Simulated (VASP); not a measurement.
Set up this calculation in VASP 6.6.1, as the native input.

* Task: single point
* Functional: LDA
* Potentials or basis: VASP PAW LDA potentials, release 64 (K_sv, Cd, F)
* Cutoff: 520 eV
* k mesh: 4 × 4 × 4
* Occupations: gaussian, width 0.1 eV
* Spin: no spin polarisation
* Dipole correction: no
* Further INCAR settings: ALGO = Normal; EDIFF = 1e-07; NBANDS = 29

The structure of KCdF3 lies in POSCAR:

```
KCdF3
1.0
    4.3820890200      0.0000000000      0.0000000000
    0.0000000000      4.3820890200      0.0000000000
    0.0000000000      0.0000000000      4.3820890200
K Cd F
1 1 3
Direct
    0.0000000000      0.0000000000      0.0000000000
    0.5000000000      0.5000000000      0.5000000000
    0.0000000000      0.5000000000      0.5000000000
    0.5000000000      0.0000000000      0.5000000000
    0.5000000000      0.5000000000      0.0000000000
```

The cell comes from a database or a generator and needn't be the stable form of this composition.

The input as run:

INCAR

```
SYSTEM = KCdF3
PREC = Accurate ; ENCUT = 520
EDIFF = 1E-7 ; ISMEAR = 0
SIGMA = 0.1 ; LREAL = .FALSE.
LASPH = .TRUE. ; NELM = 100
ALGO = Normal ; ISIF = 2
LWAVE = .FALSE. ; LCHARG = .FALSE.
NBANDS = 29
```

KPOINTS

```
Automatic mesh
0
G
  4 4 4
  0 0 0
```

Potentials or basis: VASP PAW LDA potentials, release 64 (K_sv, Cd, F).

Run with:

```sh
$ cat potpaw_LDA.64/K_sv/POTCAR potpaw_LDA.64/Cd/POTCAR potpaw_LDA.64/F/POTCAR > POTCAR
$ mpirun -np 1 vasp_std > vasp.out
```

It gave:

```
Pressure               : -2.9 GPa
Band gap on the k mesh : 2.80 eV, indirect (least direct gap 4.59 eV)
```

Wall time 22 s on 1 thread of Intel(R) Xeon(R) Platinum 8488C (Sapphire Rapids), with other jobs on the host, peak memory 0.18 GiB.
